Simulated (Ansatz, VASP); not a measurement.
# Cross-check of LaB6 between VASP and Ansatz

One calculation is typed for both programs; each brings its own data sets and cutoff. How far apart do they land? The cell is taken from a series of VASP runs on this material, whose earlier steps may have relaxed, scaled or displaced it; both programs get it as it stands.

Main program and level: Ansatz 0.2.0; plane waves, with VASP 6.6.1 beside it; zone-centre phonons at LDA and zone-centre phonons at PBEsol with D3(BJ).

## (1) The starting structure

Symmetry: Pm-3m, No. 221, cubic system. Conventional cell: a = 4.099 Å, b = 4.099 Å, c = 4.099 Å, α = 90.00°, β = 90.00°, γ = 90.00°. Nearest to La lie 24 B at 3.01 Å. B has 6 B at 1.64 to 2.46 Å and 4 La at 3.01 Å nearest. Farther neighbours are not listed.

## (2) VASP: zone-centre phonons, LDA

Second derivatives magnify differences that forces hide, and they need a tight electronic threshold.

Lines of VASP's logs that name or quote its potential files are left out, and so is its time.

Contents of INCAR:

```
SYSTEM = LaB6
PREC = Accurate
ENCUT = 450
EDIFF = 1E-08
NELM = 100
ISMEAR = 0
SIGMA = 0.05
LREAL = .FALSE.
ALGO = Normal
GGA = CA
NBANDS = 21
LASPH = .TRUE.
LORBIT = 11
LWAVE = .FALSE.
LCHARG = .FALSE.
KPAR = 8
IBRION = 6
NFREE = 2
POTIM = 0.015
NSW = 1
ISIF = 2
```

Contents of POSCAR:

```
LaB6
1.0
    4.0992778371      0.0000000000      0.0000000000
    0.0000000000      4.0992778371      0.0000000000
    0.0000000000      0.0000000000      4.0992778371
La B
1 6
Direct
    0.0000000000      0.0000000000      0.0000000000
    0.5000000000      0.5000000000      0.8001390786
    0.5000000000      0.5000000000      0.1998609214
    0.5000000000      0.8001390786      0.5000000000
    0.8001390786      0.5000000000      0.5000000000
    0.5000000000      0.1998609214      0.5000000000
    0.1998609214      0.5000000000      0.5000000000
```

Contents of KPOINTS:

```
Automatic mesh
0
Gamma
8 8 8
0 0 0
```

Potentials, in the order of the species: La and B (LDA family, release 64).

Command:

```bash
mpirun -np 8 vasp_std
```

Numbers of over 12 decimals in the logs are rounded to 6 here.

What it wrote:

```text
[banner, memory and clock lines left out]
running    8 mpi-ranks, on    1 nodes
 distrk:  each k-point on    1 cores,    8 groups
 distr:  one band on    1 cores,    1 groups

 POSCAR found type information on POSCAR LaB
 POSCAR found :  2 types and       7 ions
|                                                                             |
|           W    W    AA    RRRRR   N    N  II  N    N   GGGG   !!!           |
|           W    W   A  A   R    R  NN   N  II  NN   N  G    G  !!!           |
|           W    W  A    A  R    R  N N  N  II  N N  N  G       !!!           |
|           W WW W  AAAAAA  RRRRR   N  N N  II  N  N N  G  GGG   !            |
|           WW  WW  A    A  R   R   N   NN  II  N   NN  G    G                |
|           W    W  A    A  R    R  N    N  II  N    N   GGGG   !!!           |
|                                                                             |
|     For optimal performance we recommend to set                             |
|       NCORE = 2 up to number-of-cores-per-socket                            |
|     NCORE specifies how many cores store one orbital (NPAR=cpu/NCORE).      |
|     This setting can greatly improve the performance of VASP for DFT.       |
|     The default, NCORE=1 might be grossly inefficient on modern             |
|     multi-core architectures or massively parallel machines. Do your        |
|     Unfortunately you need to use the default for GW and RPA                |
|     calculations (for HF NCORE is supported but not extensively tested      |
|     yet).                                                                   |
|                                                                             |

 LDA part: xc-table for (Slater(with rela. corr.)+CA(PZ))
 , standard interpolation
 POSCAR, INCAR and KPOINTS ok, starting setup
 FFT: planning ... GRIDC
 FFT: planning ... GRID_SOFT
 FFT: planning ... GRID
 WAVECAR not read
 entering main loop
       N       E                     dE             d eps       ncg     rms          rms(c)
DAV:   1     0.200124670599E+03    0.20012E+03   -0.10324E+04  1542   0.158E+03
DAV:   2    -0.298683845663E+02   -0.22999E+03   -0.20846E+03  1872   0.289E+02
DAV:   3    -0.585895313563E+02   -0.28721E+02   -0.26329E+02  2166   0.139E+02
DAV:   4    -0.596413868842E+02   -0.10519E+01   -0.10464E+01  2710   0.230E+01
DAV:   5    -0.596769106526E+02   -0.35524E-01   -0.35491E-01  2285   0.338E+00    0.911E+00
DAV:   6    -0.547675126349E+02    0.49094E+01   -0.12203E+01  2224   0.196E+01    0.430E+00
DAV:   7    -0.544515316746E+02    0.31598E+00   -0.54772E+00  2503   0.120E+01    0.178E+00
DAV:   8    -0.546018477422E+02   -0.15032E+00   -0.27746E+00  2535   0.163E+01    0.164E+00
DAV:   9    -0.544225340932E+02    0.17931E+00   -0.44539E-01  2464   0.528E+00    0.802E-01
DAV:  10    -0.543917069459E+02    0.30827E-01   -0.25419E-01  2578   0.409E+00    0.130E-01
DAV:  11    -0.543932190307E+02   -0.15121E-02   -0.14835E-02  2114   0.743E-01    0.138E-01
DAV:  12    -0.543928014527E+02    0.41758E-03   -0.20668E-03  2682   0.393E-01    0.797E-02
DAV:  13    -0.543925240066E+02    0.27745E-03   -0.15573E-03  2535   0.351E-01    0.186E-02
DAV:  14    -0.543925308546E+02   -0.68480E-05   -0.86202E-05  2135   0.589E-02    0.946E-03
DAV:  15    -0.543925302979E+02    0.55675E-06   -0.81802E-06  2655   0.181E-02    0.575E-03
DAV:  16    -0.543925296225E+02    0.67536E-06   -0.22444E-06  2469   0.141E-02    0.206E-03
DAV:  17    -0.543925295451E+02    0.77442E-07   -0.60642E-07  2652   0.612E-03    0.499E-04
DAV:  18    -0.543925295473E+02   -0.22656E-08   -0.28204E-08  2258   0.123E-03
   1 F= -.54392530E+02 E0= -.54392024E+02  d E =-.101037E-02
[...]
2 F= -.54391837E+02 E0= -.54391331E+02  d E =-.101118E-02
[...]
3 F= -.54391837E+02 E0= -.54391331E+02  d E =-.101118E-02
[...]
4 F= -.54390957E+02 E0= -.54390458E+02  d E =-.998627E-03
[...]
5 F= -.54390957E+02 E0= -.54390458E+02  d E =-.998627E-03
[...]
6 F= -.54388118E+02 E0= -.54387613E+02  d E =-.100949E-02
 Finite differences progress:
  Degree of freedom:   3/  3
  Displacement:        1/  2
  Total:               5/  6
 bond charge predicted
       N       E                     dE             d eps       ncg     rms          rms(c)
DAV:   1    -0.543905220322E+02   -0.24045E-02   -0.70887E-01  3180   0.452E+00    0.298E-01
DAV:   2    -0.543889516534E+02    0.15704E-02   -0.22217E-02  5257   0.131E+00    0.161E-01
DAV:   3    -0.543881691797E+02    0.78247E-03   -0.57930E-03  3876   0.366E-01    0.412E-02
DAV:   4    -0.543881488356E+02    0.20344E-04   -0.94171E-04  4913   0.229E-01    0.303E-02
DAV:   5    -0.543881369686E+02    0.11867E-04   -0.66779E-05  4247   0.478E-02    0.423E-03
DAV:   6    -0.543881370026E+02   -0.33930E-07   -0.81829E-06  5266   0.220E-02    0.291E-03
DAV:   7    -0.543881369632E+02    0.39303E-07   -0.77884E-07  4931   0.465E-03    0.106E-03
DAV:   8    -0.543881369673E+02   -0.40591E-08   -0.76595E-08  5433   0.214E-03
   7 F= -.54388137E+02 E0= -.54387644E+02  d E =-.986532E-03
 Finite differences progress:
  Degree of freedom:   3/  3
  Displacement:        2/  2
  Total:               6/  6
```

From OUTCAR (step 2):

```text
ion  position               nearest neighbor table
   1  0.000  0.000  0.000-
   2  0.500  0.500  0.800-   3 1.64   4 1.74   5 1.74   6 1.74   7 1.74
   3  0.500  0.500  0.200-   2 1.64   4 1.74   5 1.74   6 1.74   7 1.74
   4  0.500  0.800  0.500-   6 1.64   3 1.74   5 1.74   2 1.74   7 1.74
   5  0.800  0.500  0.500-   7 1.64   3 1.74   4 1.74   6 1.74   2 1.74
   6  0.500  0.200  0.500-   4 1.64   3 1.74   2 1.74   5 1.74   7 1.74
   7  0.200  0.500  0.500-   5 1.64   3 1.74   4 1.74   2 1.74   6 1.74

  LATTYP: Found a simple cubic cell.
 ALAT       =     4.0992778371

 Subroutine GETGRP returns: Found 48 space group operations
 (whereof 48 operations were pure point group operations)

The static configuration has the point symmetry O_h .

 Found     35 irreducible k-points:

   k-points           NKPTS =     35   k-points in BZ     NKDIM =     35   number of bands    NBANDS=     21

   dimension x,y,z NGX =    28 NGY =   28 NGZ =   28
   dimension x,y,z NGXF=    56 NGYF=   56 NGZF=   56

   ENCUT  =  450.0 eV  33.07 Ry    5.75 a.u.   7.09  7.09  7.09*2*pi/ulx,y,z

   NELECT =      29.0000    total number of electrons

 k-points in reciprocal lattice and weights: Automatic mesh
   0.00000000  0.00000000  0.00000000       0.002
   0.12500000  0.00000000  0.00000000       0.012
   0.25000000  0.00000000  0.00000000       0.012
   0.37500000  0.00000000  0.00000000       0.012
   0.50000000  0.00000000  0.00000000       0.006
   0.12500000  0.12500000  0.00000000       0.023
   0.25000000  0.12500000  0.00000000       0.047
   0.37500000  0.12500000  0.00000000       0.047
   0.50000000  0.12500000  0.00000000       0.023
[...]
0.50000000  0.50000000  0.37500000       0.012
   0.50000000  0.50000000  0.50000000       0.002

 average (electrostatic) potential at core
       1 -95.2360       2 -28.7415       3 -28.7614       4 -28.7542       5 -28.7542
       6 -28.7542       7 -28.7542

 E-fermi :   8.8345

 k-point     1 :       0.0000    0.0000    0.0000
  band No.  band energies     occupation
    ...
     10       1.9937      2.00000
     11       2.0453      2.00000
     12       6.9750      2.00000
     13       6.9750      2.00000
     14       6.9975      2.00000
     15       9.0796      0.00000
     16       9.1082      0.00000
     17       9.1082      0.00000
     18      10.5027      0.00000
     19      10.5145      0.00000
    ...

 k-point     2 :       0.1250    0.0000    0.0000
  band No.  band energies     occupation
    ...
     11       2.8590      2.00000
     12       6.5511      2.00000
     13       6.5725      2.00000
     14       7.0252      2.00000
     15       8.4226      2.00000
     16       9.5604      0.00000
     17       9.5884      0.00000
     18      10.5097      0.00000
     19      10.7640      0.00000
     20      10.8036      0.00000
    ...

 k-point     3 :       0.2500    0.0000    0.0000
  band No.  band energies     occupation
    ...
     11       4.1184      2.00000
     12       5.9266      2.00000
     13       5.9456      2.00000
     14       7.1539      2.00000
     15       7.4063      2.00000
     16      10.1932      0.00000
     17      10.2172      0.00000
     18      10.4878      0.00000
     19      10.8413      0.00000
     20      10.9722      0.00000
    ...

  FREE ENERGIE OF THE ION-ELECTRON SYSTEM (eV)
  ---------------------------------------------------
  free  energy   TOTEN  =       -54.3881369673 eV

  energy  without entropy=      -54.3871504357  energy(sigma->0) =      -54.38764370

 Eigenvectors and eigenvalues of the dynamical matrix
 ----------------------------------------------------

   1 f  =   39.311990 THz   247.004517 2PiTHz 1311.306832 cm-1   162.581253 meV
             X         Y         Z           dx          dy          dz
      0.000000  0.000000  0.000000     0.000000    0.000000    0.000000
      2.049639  2.049639  3.279992     0.000000    0.000000    0.408248
      2.049639  2.049639  0.819285    -0.000000   -0.000000   -0.408248
      2.049639  3.279992  2.049639    -0.000000    0.408248    0.000000
      3.279992  2.049639  2.049639     0.408248   -0.000000    0.000000
      2.049639  0.819285  2.049639    -0.000000   -0.408248   -0.000000
      0.819285  2.049639  2.049639    -0.408248    0.000000   -0.000000

   2 f  =   34.627172 THz   217.568940 2PiTHz 1155.038140 cm-1   143.206413 meV
             X         Y         Z           dx          dy          dz
      0.000000  0.000000  0.000000    -0.000000    0.000000    0.000000
      2.049639  2.049639  3.279992     0.000000   -0.000000   -0.575866
      2.049639  2.049639  0.819285     0.000000   -0.000000    0.575866
      2.049639  3.279992  2.049639     0.000000    0.252103    0.000000
      3.279992  2.049639  2.049639     0.323763   -0.000000   -0.000000
      2.049639  0.819285  2.049639     0.000000   -0.252103    0.000000
      0.819285  2.049639  2.049639    -0.323763   -0.000000    0.000000

   3 f  =   34.627172 THz   217.568940 2PiTHz 1155.038140 cm-1   143.206413 meV
             X         Y         Z           dx          dy          dz
      0.000000  0.000000  0.000000     0.000000   -0.000000   -0.000000
      2.049639  2.049639  3.279992    -0.000000    0.000000    0.041373
      2.049639  2.049639  0.819285     0.000000    0.000000   -0.041373
      2.049639  3.279992  2.049639    -0.000000   -0.519401    0.000000
      3.279992  2.049639  2.049639     0.478028    0.000000    0.000000
      2.049639  0.819285  2.049639    -0.000000    0.519401   -0.000000
      0.819285  2.049639  2.049639    -0.478028    0.000000   -0.000000

   4 f  =   26.181009 THz   164.500130 2PiTHz  873.304452 cm-1   108.275904 meV
             X         Y         Z           dx          dy          dz
      0.000000  0.000000  0.000000    -0.000171    0.000509   -0.010317
      2.049639  2.049639  3.279992     0.004876   -0.014515   -0.570268
      2.049639  2.049639  0.819285     0.004876   -0.014515   -0.570268
      2.049639  3.279992  2.049639     0.004876    0.028112    0.294443
      3.279992  2.049639  2.049639    -0.009443   -0.014515    0.294443
      2.049639  0.819285  2.049639     0.004876    0.028112    0.294443
      0.819285  2.049639  2.049639    -0.009443   -0.014515    0.294443

   5 f  =   26.181009 THz   164.500130 2PiTHz  873.304452 cm-1   108.275904 meV
             X         Y         Z           dx          dy          dz
      0.000000  0.000000  0.000000    -0.000538   -0.010305   -0.000499
      2.049639  2.049639  3.279992     0.015361    0.294096   -0.027587
      2.049639  2.049639  0.819285     0.015361    0.294096   -0.027587
      2.049639  3.279992  2.049639     0.015361   -0.569595    0.014244
      3.279992  2.049639  2.049639    -0.029751    0.294096    0.014244
      2.049639  0.819285  2.049639     0.015361   -0.569595    0.014244
      0.819285  2.049639  2.049639    -0.029751    0.294096    0.014244

   6 f  =   26.181009 THz   164.500130 2PiTHz  873.304452 cm-1   108.275904 meV
             X         Y         Z           dx          dy          dz
      0.000000  0.000000  0.000000     0.010316   -0.000529   -0.000197
      2.049639  2.049639  3.279992    -0.294400    0.015105   -0.010884
      2.049639  2.049639  0.819285    -0.294400    0.015105   -0.010884
      2.049639  3.279992  2.049639    -0.294400   -0.029254    0.005619
      3.279992  2.049639  2.049639     0.570184    0.015105    0.005619
      2.049639  0.819285  2.049639    -0.294400   -0.029254    0.005619
      0.819285  2.049639  2.049639     0.570184    0.015105    0.005619

   7 f  =   21.509491 THz   135.148118 2PiTHz  717.479389 cm-1    88.956067 meV
             X         Y         Z           dx          dy          dz
      0.000000  0.000000  0.000000    -0.000000    0.000000   -0.000000
      2.049639  2.049639  3.279992     0.054620    0.176013    0.000000
      2.049639  2.049639  0.819285    -0.054620   -0.176013   -0.000000
      2.049639  3.279992  2.049639    -0.464797    0.000000    0.176013
      3.279992  2.049639  2.049639    -0.000000   -0.464797    0.054620
      2.049639  0.819285  2.049639     0.464797    0.000000   -0.176013
      0.819285  2.049639  2.049639    -0.000000    0.464797   -0.054620

   8 f  =   21.509491 THz   135.148118 2PiTHz  717.479389 cm-1    88.956067 meV
             X         Y         Z           dx          dy          dz
      0.000000  0.000000  0.000000    -0.000000    0.000000    0.000000
      2.049639  2.049639  3.279992    -0.000483   -0.467576    0.000000
      2.049639  2.049639  0.819285     0.000483    0.467576    0.000000
      2.049639  3.279992  2.049639    -0.177122   -0.000000   -0.467576
      3.279992  2.049639  2.049639    -0.000000   -0.177122   -0.000483
      2.049639  0.819285  2.049639     0.177122   -0.000000    0.467576
      0.819285  2.049639  2.049639    -0.000000    0.177122    0.000483

   9 f  =   21.509491 THz   135.148118 2PiTHz  717.479389 cm-1    88.956067 meV
             X         Y         Z           dx          dy          dz
      0.000000  0.000000  0.000000    -0.000000    0.000000    0.000000
      2.049639  2.049639  3.279992    -0.497007    0.019798   -0.000000
      2.049639  2.049639  0.819285     0.497007   -0.019798   -0.000000
      2.049639  3.279992  2.049639    -0.050908   -0.000000    0.019798
      3.279992  2.049639  2.049639     0.000000   -0.050908   -0.497007
      2.049639  0.819285  2.049639     0.050908   -0.000000   -0.019798
      0.819285  2.049639  2.049639     0.000000    0.050908    0.497007

  10 f  =   17.228851 THz   108.252064 2PiTHz  574.692612 cm-1    71.252771 meV
             X         Y         Z           dx          dy          dz
      0.000000  0.000000  0.000000     0.000000   -0.000000    0.000000
      2.049639  2.049639  3.279992    -0.454729    0.180272   -0.000000
      2.049639  2.049639  0.819285     0.454729   -0.180272   -0.000000
      2.049639  3.279992  2.049639    -0.103555   -0.000000   -0.180272
      3.279992  2.049639  2.049639     0.000000    0.103555    0.454729
      2.049639  0.819285  2.049639     0.103555   -0.000000    0.180272
      0.819285  2.049639  2.049639     0.000000   -0.103555   -0.454729

  11 f  =   17.228851 THz   108.252064 2PiTHz  574.692612 cm-1    71.252771 meV
             X         Y         Z           dx          dy          dz
      0.000000  0.000000  0.000000     0.000000    0.000000    0.000000
      2.049639  2.049639  3.279992     0.007107    0.262386    0.000000
      2.049639  2.049639  0.819285    -0.007107   -0.262386    0.000000
      2.049639  3.279992  2.049639     0.425562   -0.000000   -0.262386
      3.279992  2.049639  2.049639     0.000000   -0.425562   -0.007107
      2.049639  0.819285  2.049639    -0.425562    0.000000    0.262386
      0.819285  2.049639  2.049639     0.000000    0.425562    0.007107

  12 f  =   17.228851 THz   108.252064 2PiTHz  574.692612 cm-1    71.252771 meV
             X         Y         Z           dx          dy          dz
      0.000000  0.000000  0.000000    -0.000000    0.000000    0.000000
      2.049639  2.049639  3.279992    -0.207776   -0.385559   -0.000000
      2.049639  2.049639  0.819285     0.207776    0.385559   -0.000000
      2.049639  3.279992  2.049639     0.241192   -0.000000    0.385559
    [... 90 further lines ...]
      3.279992  2.049639  2.049639     0.012151   -0.021966    0.228793
      2.049639  0.819285  2.049639     0.012149   -0.021970    0.228793
      0.819285  2.049639  2.049639     0.012151   -0.021966    0.228793

 ELASTIC MODULI CONTR FROM IONIC RELAXATION (kBar)
 Direction    XX          YY          ZZ          XY          YZ          ZX
 --------------------------------------------------------------------------------
 XX         -30.7219    -27.9669    -27.9669     -0.0000      0.0000      0.0000
 YY         -27.9669    -30.7219    -27.9669     -0.0000      0.0000      0.0000
 ZZ         -27.9669    -27.9669    -30.7219     -0.0000      0.0000      0.0000
 XY          -0.0000     -0.0000     -0.0000   -411.7722     -0.0000      0.0000
 YZ           0.0000      0.0000      0.0000     -0.0000   -411.7722     -0.0000
 ZX           0.0000      0.0000      0.0000      0.0000     -0.0000   -411.7722
 --------------------------------------------------------------------------------

 total charge
# of ion       s       p       d       f       tot
--------------------------------------------------
    1        2.009   5.651   0.669   0.244   8.573
    2        0.701   1.414   0.000   0.000   2.114
    3        0.701   1.414   0.000   0.000   2.114
    4        0.701   1.414   0.000   0.000   2.114
    5        0.701   1.414   0.000   0.000   2.114
    6        0.701   1.414   0.000   0.000   2.114
    7        0.701   1.414   0.000   0.000   2.114
--------------------------------------------------
tot          6.213  14.132   0.669   0.244  21.258

[... 2 further parts left out ...]
```

CONTCAR:

```
LaB6
   1.00000000000000
     4.0992778370999998    0.0000000000000000    0.0000000000000000
     0.0000000000000000    4.0992778370999998    0.0000000000000000
     0.0000000000000000    0.0000000000000000    4.0992778370999998
  La              B
     1     6
Direct
     0.0000000000000000    0.0000000000000000    0.0000000000000000
     0.5000000000000000    0.5000000000000000    0.7964798974963784
     0.5000000000000000    0.5000000000000000    0.1998609214000027
     0.5000000000000000    0.8001390785999973    0.5000000000000000
     0.8001390785999973    0.5000000000000000    0.5000000000000000
     0.5000000000000000    0.1998609214000027    0.5000000000000000
     0.1998609214000027    0.5000000000000000    0.5000000000000000
```

This run has no spin polarisation. Its electron count is odd, so without a moment it is a metal by construction. The last energy, forces, stress and levels in OUTCAR belong to the last displaced cell, not to the cell of POSCAR.

(Continued in part 2 of 2.)

[Lines on the potential files, build, host, timing and source positions are cut from VASP's logs without a mark.]

[Logs are printed without paths, hosts, clocks, repeated set-up lines and the standing remarks that a program may print on its own settings, such as how far it seeks lower states.]

[Hosts, paths, dates, database ids (printed as entryN), source tags and the programs' standing remarks are cut or masked in the printed files.]
